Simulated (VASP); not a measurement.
Computed with PBEsol GGA, VASP's PBE PAW potentials (set 64) (plane waves; VASP 6.6.1).

VASP ran on this input.

**INCAR**
```
SYSTEM = CoAl
PREC = Accurate; ENCUT = 500; LREAL = .False.
LASPH = .True.
EDIFF = 1E-6; NELM = 100; ALGO = Normal
LMAXMIX = 4
ISMEAR = 1; SIGMA = 0.1
GGA = PS
IBRION = 2; NSW = 40; ISIF = 3
EDIFFG = -0.02; PSTRESS = 200
LWAVE = .False.; LCHARG = .False.
```

File POSCAR:
```
CoAl
1
    2.7788861750     0.0000000000     0.0000000000
    0.0000000000     2.7788861750     0.0000000000
    0.0000000000     0.0000000000     2.7788861750
Al Co
1 1
Direct
  0.5000000000   0.5000000000   0.5000000000
  0.0000000000   0.0000000000   0.0000000000
```

### KPOINTS
```
Automatic mesh
0
Gamma
13 13 13
0 0 0
```

POTCAR, in this order: Al Co (PBE.64 set). Program: vasp_std.

Energy and stress use the plane-wave basis of the starting cell.

### Question
What does the run give for the energy per atom (σ→0), volume per atom, band gap (on the k-mesh)?

### Answer

The energy per atom (σ→0) is -6.488 eV/atom, the band gap (on the k-mesh) comes out as none (metal, semimetal or under 0.01 eV) and the volume per atom comes out as 10.33 Å^3/atom.

**OSZICAR**
```
...
DAV:   2    -0.141991048855E+02   -0.60999E+00   -0.22101E+01  1932   0.719E+01    0.878E+00
DAV:   3    -0.129936792119E+02    0.12054E+01   -0.80928E+00  1934   0.458E+01    0.133E+00
DAV:   4    -0.129824006702E+02    0.11279E-01   -0.31950E-02  1694   0.206E+00    0.789E-01
DAV:   5    -0.129758238867E+02    0.65768E-02   -0.13903E-02  2474   0.130E+00    0.111E-01
DAV:   6    -0.129758509853E+02   -0.27099E-04   -0.21249E-04  1748   0.154E-01    0.418E-02
DAV:   7    -0.129758454590E+02    0.55264E-05   -0.20236E-05  2032   0.582E-02    0.605E-03
DAV:   8    -0.129758452883E+02    0.17070E-06   -0.28176E-07   900   0.608E-03
   3 F= -.10397783E+02 E0= -.10397580E+02  d E =-.261837E-01
```

The compound is CoAl in the CsCl type structure. This run relaxes it under an external pressure of 20 GPa. Symmetry was kept, so distortions that lower it aren't found. The run is not spin-polarised, so no magnetic state was tried.
